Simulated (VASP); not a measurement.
All values below come from revPBE GGA, VASP's PBE PAW potentials (set 64) (plane waves; VASP).

Input for VASP

**INCAR**
```
! general
SYSTEM=AlN
PREC  =Accurate
ENCUT =520   ! plane-wave cut-off (eV)
LREAL =F
LASPH =T   ! aspherical one-centre terms
ICHARG=11   ! fixed density

! electronic loop
EDIFF =1E-7   ! SCF stop (eV)
NELM  =100   ! most electronic steps
ALGO  =Normal   ! blocked Davidson

! smearing
ISMEAR=0   ! Gaussian
SIGMA =0.05

! functional
GGA   =RE

! output
LWAVE =F
LCHARG=F
LORBIT=11
```

File POSCAR:
```
AlN
1
    0.0000000000     2.2096640720     2.2096640720
    2.2096640720     0.0000000000     2.2096640720
    2.2096640720     2.2096640720     0.0000000000
Al N
1 1
Direct
  0.0000000000   0.0000000000   0.0000000000
  0.2500000000   0.2500000000   0.2500000000
```

**KPOINTS**
```
k-points along high-symmetry lines
15
Line-mode
Reciprocal
  0.000000   0.000000   0.000000 ! GAMMA
 -0.500000  -0.500000   0.000000 ! X

 -0.500000  -0.500000   0.000000 ! X
 -0.375000  -0.375000   0.250000 ! U

 -0.375000  -0.000000   0.375000 ! K
  0.000000   0.000000   0.000000 ! GAMMA

  0.000000   0.000000   0.000000 ! GAMMA
 -0.000000  -0.000000   0.500000 ! L

 -0.000000  -0.000000   0.500000 ! L
 -0.500000  -0.250000   0.250000 ! W

 -0.500000  -0.250000   0.250000 ! W
 -0.500000  -0.500000   0.000000 ! X
```

POTCAR, in this order: Al N (PBE.64 set). Program: vasp_std. Read from the step before: CHGCAR.

Output

File OSZICAR:
```
       N       E                     dE             d eps       ncg     rms          rms(c)
DAV:   1     0.120215858005E+02    0.12022E+02   -0.39382E+03  1456   0.819E+02
DAV:   2    -0.128125192411E+02   -0.24834E+02   -0.23798E+02  2064   0.129E+02
DAV:   3    -0.132437510289E+02   -0.43123E+00   -0.43123E+00  1616   0.224E+01
DAV:   4    -0.132454851358E+02   -0.17341E-02   -0.17341E-02  2232   0.133E+00
DAV:   5    -0.132454888439E+02   -0.37082E-05   -0.37082E-05  1640   0.485E-02
DAV:   6    -0.132454888801E+02   -0.36110E-07   -0.36110E-07  2232   0.390E-03
   1 F= -.13245489E+02 E0= -.13245489E+02  d E =-.115296E-17
```

### OUTCAR
```
 val. band max:        5.7293701833   @ k =   0.0000   0.0000   0.0000

 cond. band min:       9.0597164608   @ k =  -0.5000  -0.5000   0.0000



 k-point     1 :       0.0000    0.0000    0.0000
  band No.  band energies     occupation
      1      -9.0820      2.00000
      2       5.7294      2.00000
      3       5.7294      2.00000
      4       5.7294      2.00000
      5       9.6463      0.00000
      6      18.0305      0.00000
      7      18.0305      0.00000
      8      18.0305      0.00000

 k-point     2 :      -0.0357   -0.0357    0.0000
  band No.  band energies     occupation
      1      -9.0581      2.00000
      2       5.6048      2.00000
      3       5.7025      2.00000
      4       5.7025      2.00000
      5       9.7835      0.00000
      6      17.9427      0.00000
      7      18.0666      0.00000
      8      18.0666      0.00000

 k-point     3 :      -0.0714   -0.0714    0.0000
  band No.  band energies     occupation
      1      -8.9867      2.00000
      2       5.2781      2.00000
      3       5.6244      2.00000
      4       5.6244      2.00000
      5      10.1427      0.00000
      6      17.6974      0.00000
      7      18.1726      0.00000
      8      18.1726      0.00000

 k-point     4 :      -0.1071   -0.1071    0.0000
  band No.  band energies     occupation
      1      -8.8693      2.00000
      2       4.8363      2.00000
      3       5.5018      2.00000
      4       5.5018      2.00000
      5      10.6180      0.00000
      6      17.3386      0.00000
      7      18.3418      0.00000
      8      18.3419      0.00000

 k-point     5 :      -0.1429   -0.1429    0.0000
  band No.  band energies     occupation
      1      -8.7086      2.00000
      2       4.3448      2.00000
      3       5.3445      2.00000
      4       5.3445      2.00000
      5      11.1054      0.00000
      6      16.9198      0.00000
      7      18.5652      0.00000
      8      18.5654      0.00000
...
```

The density is held fixed in this step, so its total energy and stress have no physical meaning.

The compound is AlN in the zinc blende structure, a metastable form; wurtzite is the usual one. It was relaxed first.
